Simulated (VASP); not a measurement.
Data:

```xyz
2
Lattice="0.0000 1.8038 1.8038 1.8038 0.0000 1.8038 1.8038 1.8038 0.0000" Properties=species:S:1:pos:R:3 pbc="T T T"
B      0.0000     0.0000     0.0000
N      0.9019     0.9019     0.9019
```

Level of theory: PBEsol GGA, VASP's PBE PAW potentials (set 64) (plane waves; VASP). Run with 520 eV cut-off, 12×12×12 Γ-centred mesh, Gaussian smearing of 0.050 eV, potentials B N.

Problem. Estimate the energy per atom (σ→0), band gap (on the k-mesh) with the smallest direct gap where there is one.

Solution. 
The band gap (on the k-mesh) is 4.28 eV and the smallest direct gap (on the k-mesh) is 8.79 eV. The energy per atom (σ→0) comes out as -9.173 eV/atom.

Total energies compare only between runs with the same potentials, cut-off and functional.

The compound is BN in the zinc blende structure. It was relaxed first.
